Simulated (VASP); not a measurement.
Data:

```
CdF2
1.0
    0.00000     2.70592     2.70592
    2.70592     0.00000     2.70592
    2.70592     2.70592     0.00000
Cd F
1 2
Direct
  0.00000   0.00000   0.00000
  0.25000   0.25000   0.25000
  0.75000   0.75000   0.75000
```

Computed with PBE GGA, VASP's PBE PAW potentials (set 64) (plane waves; VASP). Run with 400 eV cut-off, 7×7×7 Γ-centred mesh, Fermi-Dirac smearing of 0.050 eV, potentials Cd F.

At this cut-off the stress carries a Pulay error, which pulls relaxed volumes low.

Problem. What does the run give for the energy per atom (σ→0), pressure?

Solution. 
- energy per atom (σ→0): -3.636 eV/atom
- pressure: -4.97 GPa

The absolute energy has meaning only against runs of the same code, potentials and settings.

The structure comes from a computed database's CdF2 entry; how it stands against other phases isn't given here. The cell was not relaxed at this level.
